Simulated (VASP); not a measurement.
An input for Quantum ESPRESSO's pw.x (written as the equivalent of a VASP run, and not itself run):

```
&CONTROL
  calculation = 'scf'
  pseudo_dir = './pseudo'
  outdir = './out'
  tprnfor = .true.
  tstress = .true.
/
&SYSTEM
  ibrav = 0
  nat = 3
  ntyp = 2
  ecutwfc = 82.3
  occupations = 'smearing'
  smearing = 'gaussian'
  degauss = 0.003675
  input_dft = 'pbe'
/
&ELECTRONS
  conv_thr = 7.3e-08
  electron_maxstep = 100
/
ATOMIC_SPECIES
  Te 127.600 Te.upf
  W 183.840 W.upf
CELL_PARAMETERS angstrom
     3.5575604    0.0000000    0.0000000
    -1.7787802    3.0809376    0.0000000
     0.0000000    0.0000000   17.5190820
ATOMIC_POSITIONS crystal
  Te   0.3333330  0.6666670  0.8964157
  Te   0.3333330  0.6666670  0.1035843
  W    0.0000000  0.0000000  1.0000000
K_POINTS automatic
  6 6 1 0 0 0
```

### Question
Write the VASP files for the same calculation (PBE).

### Answer
This is not unique; one that fits is 
File POSCAR:
```
Te2W
1
    3.5575603581     0.0000000000     0.0000000000
   -1.7787801791     3.0809375931     0.0000000000
    0.0000000000     0.0000000000    17.5190820403
Te W
2 1
Direct
  0.3333330000   0.6666670000   0.8964157204
  0.3333330000   0.6666670000   0.1035842796
  0.0000000000   0.0000000000   1.0000000000
```

**KPOINTS**
```
Automatic mesh
0
Gamma
6 6 1
0 0 0
```

**INCAR**
```
! general
SYSTEM   =  Te2W
PREC     =  Accurate
ENCUT    =  400
LREAL    =  .False.
LASPH    =  .True.

! electronic loop
EDIFF    =  1E-6
NELM     =  100
ALGO     =  Normal
LMAXMIX  =  6

! smearing
ISMEAR   =  0
SIGMA    =  0.05

! functional
GGA      =  PE

! output
LWAVE    =  .True.
LCHARG   =  .False.
```

POTCAR, in this order: Te W_sv (PBE.64 set). Program: vasp_std.

What does not carry over: the potentials are each code's own (VASP's PAW set, PseudoDojo norm-conserving files in pw.x), so ENCUT and ecutwfc are chosen apart and not converted; conv_thr bounds pw.x's estimated SCF error, while EDIFF bounds the energy change between steps.

The cell is a sheet with vacuum, built from a database entry that may be metastable or hypothetical.
